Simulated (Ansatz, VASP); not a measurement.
One calculation of Al3InSb4, two programs

```xyz
8
Lattice="-4.4721 0.0000 0.0000 0.0000 0.0000 -6.3172 0.0000 -8.9407 0.0000" Properties=species:S:1:pos:R:3 pbc="T T T"
Al    0.0000    0.0000   -0.0029
Al   -2.2360   -6.7652   -3.1588
Al   -2.2360   -2.1755   -3.1588
In    0.0000   -4.4703   -0.0003
Sb   -2.2360    0.0000   -4.7819
Sb    0.0000   -6.8059   -1.6350
Sb   -2.2360   -4.4703   -4.5791
Sb    0.0000   -2.1348   -1.6350
```

Alike in both runs: task single point; functional PBE; k mesh 4 × 2 × 2; occupations gaussian, width 0.1 eV; no spin polarisation.

|  | VASP | Ansatz |
| --- | --- | --- |
| version | VASP 6.6.1 | Ansatz 0.2.0 |
| potentials or method | VASP PAW PBE potentials, release 64 (Al, In_d, Sb) | scalar-relativistic, plane waves, PAW |
| plane-wave cutoff (eV) | 520 | 420 |
| valence electrons in the cell | 42 | 82 |

```tsv
	VASP	Ansatz	Ansatz less VASP
gap on the k mesh at the Fermi level (eV)	0.73	0.73	-0.003
least direct gap on the mesh (eV)	0.73	0.73	-0.003
pressure (GPa)	0.1	0.0	-0.12
largest component of the traceless stress (GPa)	0.44	0.43	-0.004
rms of the force components (eV/Å)	0.011	0.010	-0.0007
```

Atom by atom the forces differ by 0.005 eV/Å (rms over components). With one functional, cell and mesh, what is left measures potentials, basis and numerics. The two sets of potentials don't hold the same shells in valence.

Caveats: the k mesh is coarse (spacing up to 0.50 Å⁻¹), so the values aren't converged; spin-orbit coupling is left out, which moves the levels of the heavy elements. A k mesh can miss the band edges.
